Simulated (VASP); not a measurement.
The cell holds one Be (hcp) (0 0 0 1) slab, with vacuum along c, ions free to move until forces fall under 0.03 eV/Å, no reconstruction beyond this cell, dipole correction on.

Here is the system:

```yaml
crystal:
  lattice:
    - [2.26594, 0.00000, 0.00000]
    - [-1.13297, 1.96236, 0.00000]
    - [0.00000, 0.00000, 25.60689]
  atoms:
    - { symbol: Be, position: [0.66667, 0.33333, 0.39354] }
    - { symbol: Be, position: [0.33333, 0.66667, 0.32037] }
    - { symbol: Be, position: [0.66667, 0.33333, 0.53540] }
    - { symbol: Be, position: [0.33333, 0.66667, 0.46460] }
    - { symbol: Be, position: [0.66667, 0.33333, 0.67963] }
    - { symbol: Be, position: [0.33333, 0.66667, 0.60646] }
```

These are r2SCAN meta-GGA, VASP's PBE PAW potentials (set 64) (plane waves; VASP 6.6.1) values and carry that method's errors. Settings: 400 eV cut-off, 14×14×1 Γ-centred mesh, first-order Methfessel-Paxton smearing of 0.10 eV, potentials Be.

Slab and bulk use different k-meshes, so the surface energy is good to a few per cent at best.

Question: Predict its surface energy, work function, band gap (on the k-mesh).

Answer: 
```yaml
surface_energy: 109 meV/Å^2
work_function: 5.59 eV
band gap (on the k-mesh): none (metal, semimetal or under 0.01 eV)
```

The cell is a thin slab with vacuum, built from Be (hcp): (001) face.
